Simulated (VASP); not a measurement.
```yaml
crystal:
  lattice:
    - [0.00000, 2.38921, 2.38921]
    - [2.38921, 0.00000, 2.38921]
    - [2.38921, 2.38921, 0.00000]
  atoms:
    - { symbol: B, position: [0.00000, 0.00000, 0.00000] }
    - { symbol: As, position: [0.25000, 0.25000, 0.25000] }
```

Calculation: SCAN meta-GGA, VASP's PBE PAW potentials (set 64) (plane waves; VASP). Run with 520 eV cut-off, 11×11×11 Γ-centred mesh, tetrahedra with Blöchl corrections, potentials B As.

Question: Estimate the energy per atom (σ→0), band gap (over mesh and band path) with the smallest direct gap where there is one.

Answer: 
```yaml
band gap (over mesh and band path): 1.42 eV
smallest direct gap (over mesh and band path): 3.58 eV
energy per atom (σ→0): -13.933 eV/atom
```

The absolute energy has meaning only against runs of the same code, potentials and settings.

The structure comes from a measured BAs entry (F-43m) of the Crystallography Open Database, whose conditions weren't checked. It was relaxed first.
